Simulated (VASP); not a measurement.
# Mg2CdO3 (C2/m) in VASP: single point with r2SCAN

Aim: the single point of Mg2CdO3 with r2SCAN.

Everything below comes from runs of VASP 6.6.1. Logs are shortened: lines on timing, memory, paths and dates and some standing lists are left out, and cuts for length are marked.

### 1 The crystal as given

Symmetry: C2/m, No. 12, monoclinic system. The conventional cell has a = 5.453 Å, b = 9.423 Å, c = 5.463 Å, α = 90.00°, β = 109.53°, γ = 90.00°. Mg (site symmetry 2/m) is surrounded by 6 O at 2.11 to 2.30 Å. Mg (site symmetry 2) has 6 O at 2.11 to 2.24 Å as nearest neighbours. Mg (site symmetry 2/m) has 6 O at 2.17 to 2.23 Å as nearest neighbours. Around Cd (site symmetry 2) lie 6 O at 2.32 to 2.35 Å. Around O (site symmetry 1) lie 4 Mg at 2.11 to 2.24 Å and 2 Cd at 2.34 to 2.35 Å. O (site symmetry m) is surrounded by 4 Mg at 2.13 to 2.30 Å and 2 Cd at 2.32 Å.

The cell was built by a generator and needn't be a form met in nature.

### 2 Single point, r2SCAN

Input file INCAR:

```
SYSTEM = Mg2CdO3
ALGO = Normal
EDIFF = 1E-6
ENCUT = 520
ISIF = 2
ISMEAR = 0
KPAR = 4
LASPH = .TRUE.
LCHARG = .FALSE.
LMIXTAU = .TRUE.
LREAL = .FALSE.
LWAVE = .FALSE.
METAGGA = R2SCAN
NELM = 150
PREC = Accurate
SIGMA = 0.03
```

Input file KPOINTS:

```
k-points
0
G
  6 6 6
  0 0 0
```

Input file POSCAR:

```
Mg2CdO3
1.0
    2.7264310000     -4.7115200000      0.0000000000
    2.7264310000      4.7115200000      0.0000000000
   -1.8259700000      0.0000000000      5.1487150000
Mg Cd O
4 2 6
Direct
    0.0000000000      0.0000000000      0.5000000000
    0.3347150000      0.6652850000      0.5000000000
    0.6652850000      0.3347150000      0.5000000000
    0.5000000000      0.5000000000      0.0000000000
    0.8324400000      0.1675600000      0.0000000000
    0.1675600000      0.8324400000      0.0000000000
    0.4079470000      0.0928170000      0.7239780000
    0.9071830000      0.5920530000      0.2760220000
    0.0928170000      0.4079470000      0.7239780000
    0.5920530000      0.9071830000      0.2760220000
    0.7230320000      0.7230320000      0.7381310000
    0.2769680000      0.2769680000      0.2618690000
```

Potentials or basis: VASP PAW PBE potentials, release 64 (Mg, Cd, O).

Started as:

```bash
cat potpaw_PBE.64/Mg/POTCAR potpaw_PBE.64/Cd/POTCAR potpaw_PBE.64/O/POTCAR > POTCAR
mpirun -np 4 vasp_std > vasp.out
```

OUTCAR:

```text
SYSTEM = Mg2CdO3
   EDIFF = 1E-6
   ENCUT = 520
   ISIF = 2
   ISMEAR = 0
   LASPH = .TRUE.
   LREAL = .FALSE.
   METAGGA = R2SCAN
   NELM = 150
   PREC = Accurate

 ion  position               nearest neighbor table
   1  0.000  0.000  0.500-   7 2.11   8 2.11   9 2.11  10 2.11  11 2.30  12 2.30   3 3.14   2 3.14
                             3 3.14   2 3.14   4 3.15   4 3.15   2 3.15   3 3.15   6 3.15   5 3.15
   2  0.335  0.665  0.500-   9 2.11  10 2.11  11 2.13  12 2.13   7 2.24   8 2.24   3 3.11   1 3.14
                             1 3.14   4 3.14   4 3.14   5 3.15   5 3.15   6 3.15   6 3.15   1 3.15
   3  0.665  0.335  0.500-   7 2.11   8 2.11  11 2.13  12 2.13   9 2.24  10 2.24   2 3.11   1 3.14
                             1 3.14   4 3.14   4 3.14   6 3.15   6 3.15   5 3.15   5 3.15   1 3.15
   4  0.500  0.500  0.000-  11 2.17  12 2.17   9 2.23  10 2.23   7 2.23   8 2.23   5 3.13   6 3.13
                             2 3.14   3 3.14   2 3.14   3 3.14   1 3.15   1 3.15   6 3.15   6 3.15
   5  0.832  0.168  0.000-  11 2.32  12 2.32   7 2.34   8 2.34   9 2.35  10 2.35   4 3.13   6 3.14
                             6 3.14   2 3.15   2 3.15   4 3.15   4 3.15   3 3.15   3 3.15   1 3.15
   6  0.168  0.832  0.000-  11 2.32  12 2.32   9 2.34  10 2.34   7 2.35   8 2.35   4 3.13   5 3.14
                             5 3.14   3 3.15   3 3.15   4 3.15   4 3.15   2 3.15   2 3.15   1 3.15
   7  0.408  0.093  0.724-   1 2.11   3 2.11   4 2.23   2 2.24   5 2.34   6 2.35
   8  0.907  0.592  0.276-   1 2.11   3 2.11   4 2.23   2 2.24   5 2.34   6 2.35
   9  0.093  0.408  0.724-   1 2.11   2 2.11   4 2.23   3 2.24   6 2.34   5 2.35
  10  0.592  0.907  0.276-   1 2.11   2 2.11   4 2.23   3 2.24   6 2.34   5 2.35
  11  0.723  0.723  0.738-   2 2.13   3 2.13   4 2.17   1 2.30   5 2.32   6 2.32
  12  0.277  0.277  0.262-   2 2.13   3 2.13   4 2.17   1 2.30   5 2.32   6 2.32

  LATTYP: Found a base centered monoclinic cell.
 ALAT       =     5.4528620000
 B/A-ratio  =     1.7280906797
 C/A-ratio  =     1.0018434897
 COS(beta)  =    -0.3342483337

  Lattice vectors:

 A1 = (   2.7264310000,  -4.7115200000,   0.0000000000)
 A2 = (   2.7264310000,   4.7115200000,   0.0000000000)
 A3 = (  -1.8259700000,   0.0000000000,   5.1487150000)

Analysis of symmetry for initial positions (statically):
=====================================================================
 Subroutine PRICEL returns:
 Original cell was already a primitive cell.

 Routine SETGRP: Setting up the symmetry group for a
 base centered monoclinic supercell.

 Subroutine GETGRP returns: Found  4 space group operations
 (whereof  4 operations were pure point group operations)
 out of a pool of  4 trial point group operations.

The static configuration has the point symmetry C_2h.

Analysis of symmetry for dynamics (positions and initial velocities):
=====================================================================
 Subroutine PRICEL returns:
[... 150 lines left out ...]
  volume/ion in A,a.u.               =      11.02        74.39
  Fermi-wavevector in a.u.,A,eV,Ry     =   1.311444  2.478269 23.400452  1.719885
  Thomas-Fermi vector in A             =   2.441905
   LORBIT       =      0    0 simple, 1 ext, 2 COOP (PROOUT), +10 PAW based schemes
   METAGGA = R2SCAN    functional components
   LHFCALC =     F    Hartree Fock is set to
   AEXX    =    0.0000 exact exchange contribution
   IVDW    =     0    specifies the selected vdW correction
   LEPSILON=     F    determine dielectric tensor
   LRPA    =     F    only Hartree local field effects (RPA)
 non-spin polarized calculation
 Gauss-broadening in eV      SIGMA  =   0.03
  energy-cutoff  :      520.00
  volume of cell :      132.28
 maximum number of plane-waves:      3587
   NGX = 21   NGY = 21   NGZ = 21

 number of electron      68.0000011 magnetization

 Free energy of the ion-electron system (eV)
  ---------------------------------------------------
  ext. energy  EPLUGINS =         0.00000000
  ---------------------------------------------------
  free energy    TOTEN  =      -120.74812935 eV

  energy without entropy =     -120.74812935  energy(sigma->0) =     -120.74812935

 E-fermi :   2.3468     XC(G=0): -11.6577

 val. band max:        2.2241297020   @ k =   0.5000   0.5000   0.0000
 cond. band min:       4.6937859580   @ k =   0.0000   0.0000   0.0000
 fundamental gap:      2.4696562560
 Fermi energy:         2.3468148389

 k-point     1 :       0.0000    0.0000    0.0000
  band No.  band energies     occupation
      1     -15.9263      2.00000
      2     -14.9596      2.00000
      3     -14.8949      2.00000
      4     -14.8539      2.00000
      5     -14.8172      2.00000
      6     -14.7860      2.00000
[... 1045 lines left out ...]
     40      11.8597      0.00000
     41      12.3083      0.00000

 [... further k-points ...]

------------------------ aborting loop because EDIFF is reached ----------------------------------------

  FORCE on cell =-STRESS in cart. coord.  units (eV):
  Direction    XX          YY          ZZ          XY          YZ          ZX
  --------------------------------------------------------------------------------------
  -------------------------------------------------------------------------------------
  Total       -4.3363771     -4.3261665     -4.2894451      0.0000000      0.0000000      0.0062148
  in kB      -52.5234473    -52.3997746    -51.9549939      0.0000000      0.0000000      0.0752757
  external PRESSURE =     -52.2927386 kB  Pullay stress =       0.0000000 kB

 VOLUME and BASIS-vectors are now :
 -----------------------------------------------------------------------------
  energy-cutoff  :      520.00
  volume of cell :      132.28
      direct lattice vectors                 reciprocal lattice vectors
     2.726431000 -4.711520000  0.000000000     0.183389934 -0.106122865  0.065038464
     2.726431000  4.711520000  0.000000000     0.183389934  0.106122865  0.065038464
    -1.825970000  0.000000000  5.148715000     0.000000000  0.000000000  0.194223219

 POSITION                                       TOTAL-FORCE (eV/Angst)
 -----------------------------------------------------------------------------------
     -0.91299      0.00000      2.57436         0.000000      0.000000      0.000000
      1.81345      1.55749      2.57436        -0.000000     -0.072036      0.000000
      1.81345     -1.55749      2.57436         0.000000      0.072036      0.000000
      2.72643      0.00000      0.00000         0.000000      0.000000      0.000000
      2.72643     -3.13260      0.00000        -0.000000     -0.009589     -0.000000
      2.72643      3.13260      0.00000         0.000000      0.009589      0.000000
      0.04334     -1.48474      3.72756        -0.019245     -0.035997      0.069961
      3.58356     -1.48474      1.42116         0.019245     -0.035997     -0.069961
      0.04334      1.48474      3.72756        -0.019245      0.035997      0.069961
      3.58356      1.48474      1.42116         0.019245      0.035997     -0.069961
      2.59479      0.00000      3.80043         0.030460      0.000000      0.072335
      1.03210      0.00000      1.34829        -0.030460      0.000000     -0.072335
 -----------------------------------------------------------------------------------
    total drift:                               -0.000000     -0.000000      0.000000

  FREE ENERGIE OF THE ION-ELECTRON SYSTEM (eV)
  ---------------------------------------------------
  free  energy   TOTEN  =      -120.7481293472 eV

  energy  without entropy=     -120.7481293472  energy(sigma->0) =     -120.74812935
```

OSZICAR:

```text
N       E                     dE             d eps       ncg     rms          rms(c)
DAV:   1     0.450622301866E+03    0.45062E+03   -0.36676E+04  5576   0.164E+03
DAV:   2    -0.112245673294E+03   -0.56287E+03   -0.55001E+03  6593   0.394E+02
DAV:   3    -0.150780929413E+03   -0.38535E+02   -0.38341E+02  6626   0.111E+02
[... 30 lines left out ...]
DAV:  34    -0.120748187739E+03    0.11270E-03   -0.14539E-04  6698   0.878E-02    0.212E-01
DAV:  35    -0.120748145522E+03    0.42217E-04   -0.96876E-05  6761   0.708E-02    0.847E-02
DAV:  36    -0.120748130968E+03    0.14554E-04   -0.28007E-05  7142   0.342E-02    0.295E-02
DAV:  37    -0.120748129887E+03    0.10805E-05   -0.76049E-06  6053   0.187E-02    0.806E-03
DAV:  38    -0.120748129347E+03    0.53993E-06   -0.22239E-06  3734   0.876E-03
   1 F= -.12074813E+03 E0= -.12074813E+03  d E =-.427689E-11
```

It took 9 min on 4 MPI ranks of Intel Xeon Platinum 8488C (Sapphire Rapids), shared host; peak memory 0.49 GiB.

What came out:

```yaml
Free_energy: -120.7481 eV
Pressure: -5.2 GPa
Largest_force: 0.081 eV/Å
Band_gap_on_the_k_mesh: 2.47 eV, indirect (least direct gap 2.89 eV)
```

Forces in eV/Å, atoms in the order of the input:
```
Mg   0.000  0.000  0.000
Mg   0.000 -0.072  0.000
Mg   0.000  0.072  0.000
Mg   0.000  0.000  0.000
Cd   0.000 -0.010  0.000
Cd   0.000  0.010  0.000
O   -0.019 -0.036  0.070
O    0.019 -0.036 -0.070
O   -0.019  0.036  0.070
O    0.019  0.036 -0.070
O    0.030  0.000  0.072
O   -0.030  0.000 -0.072
```

Levels at points of the mesh, in eV from the valence-band top:
```csv
k point,band 32,band 33,band 34,band 35,band 36,band 37
"(0.00, 0.00, 0.00)",-0.49,-0.45,-0.42,2.47,6.79,7.72
"(0.50, 0.00, 0.00)",-0.79,-0.53,-0.22,5.16,5.43,7.84
"(0.50, 0.50, 0.00)",-0.32,-0.20,0.00,4.99,5.38,6.55
"(0.00, 0.00, 0.50)",-0.69,-0.14,-0.12,4.47,5.82,7.73
"(0.50, 0.00, 0.50)",-0.54,-0.33,-0.16,5.33,5.50,6.56
"(0.50, 0.50, 0.50)",-0.75,-0.58,-0.53,5.41,6.05,7.81
```

Caveat: the PAW data sets were made with another functional, which shifts forces and pressure a little.
